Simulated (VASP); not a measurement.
```
GdN
1.0
    0.00000     2.48228     2.43263
    2.43263     0.00000     2.43263
    2.43263     2.48228     0.00000
Gd N
1 1
Direct
  0.00000   0.00000   0.00000
  0.50000   0.50000   0.50000
```

Level of theory: r2SCAN meta-GGA, VASP's PBE PAW potentials (set 64) (plane waves; VASP 6.6.1). Settings: 600 eV cut-off, 8×8×8 Γ-centred mesh, Gaussian smearing of 0.050 eV, potentials Gd_3 N.

The 4f electrons are frozen in the core of the lanthanide potential, so 4f levels, which can set the real gap, and their magnetism are missing.

Task: Estimate the energy per atom (σ→0), pressure.

Result: 
```
Item                             Value
---------------------  ---------------
energy per atom (σ→0)  -21.778 eV/atom
pressure                      7.59 GPa
```

The compound is GdN in the rock salt structure. This cell was strained or had an atom moved on purpose.
